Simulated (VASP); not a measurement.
Calculation: HSE06 screened hybrid, VASP's PBE PAW potentials (set 64) (plane waves; VASP).

Input for VASP

**INCAR**
```
HFSCREEN=0.2
GGA=PE
PREC=Normal
LASPH=.TRUE.   # aspherical one-centre terms
ISIF=0
SIGMA=0.05   # width (eV)
NELMIN=4
ENCUT=400
ISMEAR=0   # Gaussian
NELM=50
AEXX=0.25
PRECFOCK=Fast
ALGO=Normal   # blocked Davidson
SYSTEM=B31N31Si
ISYM=0
LCHARG=.FALSE.
LWAVE=.FALSE.
LHFCALC=.TRUE.
EDIFF=1E-5
LREAL=Auto   # projection in real space or not
```

KPOINTS:
```
Automatic mesh
0
Gamma
1 1 1
0 0 0
```

**POSCAR**
```
B31N31Si
1
    7.2488848260     0.0000000000     0.0000000000
    0.0000000000     7.2488848260     0.0000000000
    0.0000000000     0.0000000000     7.2488848260
B N Si
31 31 1
Direct
  0.4980889613   0.9992102032   0.9996751731
  0.7481011791   0.2533367427   0.0047253091
  0.7489742301   0.9987478141   0.2513127157
  0.9991438992   0.0010104387   0.0010696366
  0.2478795788   0.2480004352   0.0006345639
  0.5023336851   0.5012828264   0.9994946062
  0.7509199215   0.7528862965   0.9969522726
  0.2466784199   0.9984949480   0.2498533906
  0.4887430861   0.2345737083   0.2502114201
  0.7425462779   0.5240417659   0.2572127943
  0.4992382953   0.9946531958   0.5011692196
  0.7484009346   0.2355012411   0.5112712328
  0.7502619611   0.9984882128   0.7534751532
  0.9972554760   0.5006100846   0.0030847823
  0.2497168720   0.7489285887   0.9983937153
  0.9951380046   0.2533560435   0.2523037343
  0.2468365009   0.5006595303   0.2478077001
  0.4985279362   0.7525479109   0.2445745604
  0.0002843993   0.9995612208   0.5020283441
  0.2478586250   0.2480237654   0.5027375803
  0.7558493173   0.7527233914   0.5017098450
  0.2495171379   0.9979077912   0.7506616272
  0.4974623164   0.2478487002   0.7523316990
  0.7528247996   0.5006661264   0.7535180048
  0.0033010138   0.7528273376   0.2493381999
  0.0006505419   0.5012462327   0.4981285267
  0.2512172156   0.7467036988   0.4991383811
  0.9995683881   0.2480901860   0.7522040757
  0.2521237382   0.4977892228   0.7481061524
  0.5011776993   0.7466553728   0.7489674872
  0.0019194563   0.7490251057   0.7505462128
  0.6233264814   0.1253718264   0.1295657500
  0.8686854420   0.3788901807   0.1314450717
  0.8702931904   0.1256017631   0.3770612903
  0.1224818479   0.1263141218   0.1266523391
  0.3768404837   0.3749249244   0.1285576423
  0.6251703589   0.6344398176   0.1161252840
  0.8754677094   0.8769947224   0.1248237150
  0.3715721667   0.1186037419   0.3766628311
  0.8839736638   0.6343424531   0.3751012970
  0.6234471136   0.1182013737   0.6290811562
  0.8719332282   0.3750277569   0.6238412991
  0.8736789532   0.1262558324   0.8776860566
  0.1244102204   0.6250085720   0.1229677774
  0.3727080044   0.8767892000   0.1229623172
  0.1238400878   0.3745725137   0.3755788371
  0.3711404474   0.6266187506   0.3643485468
  0.6248738293   0.8736444066   0.3753922348
  0.1233184734   0.1233130935   0.6263620160
  0.3733773438   0.3665547149   0.6268125344
  0.6362701646   0.6266850788   0.6291443063
  0.8773421836   0.8768744603   0.6275198168
  0.3737339618   0.1232649581   0.8769486050
  0.6247176208   0.3745699739   0.8762763986
  0.8774449893   0.6251387446   0.8759557105
  0.1253646069   0.8770255752   0.3750184655
  0.1263683072   0.6230855794   0.6246550093
  0.3750278594   0.8711298682   0.6251929386
  0.1236502547   0.3747870610   0.8767791307
  0.3756610378   0.6230140986   0.8738409590
  0.6252808305   0.8768834549   0.8748591504
  0.1250687242   0.8748665231   0.8752335863
  0.5509315453   0.4692887194   0.4502038105
```

POTCAR, in this order: B N Si (PBE.64 set). Program: vasp_gam. Read from the step before: WAVECAR.

The run wrote:

**OSZICAR**
```
       N       E                     dE             d eps       ncg     rms          rms(c)
DAV:   1    -0.630442406664E+03   -0.63044E+03   -0.78077E+00   316   0.839E+00    0.363E+00
DAV:   2    -0.630478578412E+03   -0.36172E-01   -0.12811E-01   352   0.887E-01    0.254E+00
DAV:   3    -0.630459223234E+03    0.19355E-01   -0.12153E-02   368   0.305E-01    0.148E+00
DAV:   4    -0.630454085441E+03    0.51378E-02   -0.68735E-03   368   0.204E-01    0.845E-01
DAV:   5    -0.630452796966E+03    0.12885E-02   -0.12673E-03   354   0.923E-02    0.479E-01
DAV:   6    -0.630452370898E+03    0.42607E-03   -0.28854E-04   360   0.497E-02    0.267E-01
DAV:   7    -0.630452246973E+03    0.12393E-03   -0.95955E-05   338   0.293E-02    0.148E-01
DAV:   8    -0.630452211506E+03    0.35467E-04   -0.19599E-05   226   0.144E-02    0.846E-02
DAV:   9    -0.630452200879E+03    0.10627E-04   -0.71427E-06   216   0.918E-03    0.472E-02
DAV:  10    -0.630452198055E+03    0.28234E-05   -0.19785E-06   202   0.453E-03
   1 F= -.63045220E+03 E0= -.63045220E+03  d E =-.107329E-10
```

File OUTCAR:
```
------------------------ aborting loop because EDIFF is reached ----------------------------------------
  volume of cell :      380.90
      direct lattice vectors                 reciprocal lattice vectors
     7.248884826  0.000000000  0.000000000     0.137952254  0.000000000  0.000000000
     0.000000000  7.248884826  0.000000000     0.000000000  0.137952254  0.000000000
     0.000000000  0.000000000  7.248884826     0.000000000  0.000000000  0.137952254
  FREE ENERGIE OF THE ION-ELECTRON SYSTEM (eV)
  ---------------------------------------------------
  free  energy   TOTEN  =      -630.4521980553 eV

  energy  without entropy=     -630.4521980553  energy(sigma->0) =     -630.45219806

  exchange ACFDT corr.  =         0.00000000  see jH, gK, PRB 81, 115126
```
(Selected blocks of OUTCAR.)

The supercell is sampled at Γ alone, which is coarse: total energies, pressure and levels can be off, energies of defects by several tenths of an eV.

The cell is a supercell with a defect, built from BN (zinc blende): Si_B-vac_N. The cell's shape comes from a PBE relaxation. The run is not spin-polarised, so no state with unpaired spins was tried.
